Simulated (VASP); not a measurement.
Input:

```xyz
2
Lattice="2.8628 0.0000 0.0000 0.0000 2.8628 0.0000 0.0000 0.0000 2.8628" Properties=species:S:1:pos:R:3 pbc="T T T"
Al     1.4314     1.4314     1.4314
Ni     0.0000     0.0000     0.0000
```

Computed with PBEsol GGA, VASP's PBE PAW potentials (set 64) (plane waves; VASP 6.6.1). Numerical set-up: 480 eV cut-off, 12×12×12 Γ-centred mesh, first-order Methfessel-Paxton smearing of 0.10 eV, potentials Al Ni.

Each row applies one change to this cell, which was relaxed at other settings and keeps the small stress of the first row; at a fixed cut-off the stress holds a Pulay part, so it need not integrate to ΔE exactly. Stress is in GPa, positive when the cell is compressed.

| change | ΔE (meV/atom) | σxx | σyy | σzz | largest shear component, with its sign (GPa) | largest force (eV/Å) |
|---|---|---|---|---|---|---|
| none | 0.0 | 0.05 | 0.05 | 0.05 | 0.00 | 0.000 |
| isotropic strain of -3.0 % | 57.1 | 19.30 | 19.30 | 19.30 | 0.00 | 0.000 |
| atom 2 (Ni) moved by 0.150 Å along x | 34.9 | 0.81 | 2.01 | 2.01 | 0.00 | 0.932 |
| biaxial strain of -4.0 % in the yz plane | (withheld) | (withheld) | (withheld) | (withheld) | (withheld) | (withheld) |
| isotropic strain of -0.5 % | 1.5 | 2.73 | 2.73 | 2.73 | 0.00 | 0.000 |
| isotropic strain of +4.0 % | (withheld) | (withheld) | (withheld) | (withheld) | (withheld) | (withheld) |
| atom 1 (Al) moved by -0.200 Å along x | 62.1 | 1.35 | 3.54 | 3.54 | 0.00 | 1.243 |
| atom 2 (Ni) moved by 0.200 Å along y | 62.1 | 3.54 | 1.35 | 3.54 | 0.00 | 1.243 |

### Question
What belongs in the gaps?

### Answer

- biaxial strain of -4.0 % in the yz plane, ΔE (meV/atom): 47.5
- biaxial strain of -4.0 % in the yz plane, σxx: 15.42
- biaxial strain of -4.0 % in the yz plane, σyy: 17.69
- biaxial strain of -4.0 % in the yz plane, σzz: 17.69
- biaxial strain of -4.0 % in the yz plane, largest shear component, with its sign (GPa): 0.00
- biaxial strain of -4.0 % in the yz plane, largest force (eV/Å): 0.000
- isotropic strain of +4.0 %, ΔE (meV/atom): 79.1
- isotropic strain of +4.0 %, σxx: -15.67
- isotropic strain of +4.0 %, σyy: -15.67
- isotropic strain of +4.0 %, σzz: -15.67
- isotropic strain of +4.0 %, largest shear component, with its sign (GPa): 0.00
- isotropic strain of +4.0 %, largest force (eV/Å): 0.000

Failed runs are left out, and for metals the shear rows, which the mesh's noise covers.

The compound is NiAl in the CsCl type structure. The run is not spin-polarised, so no magnetic state was tried. The electron count is odd and the run is not spin-polarised, which forces a metal.
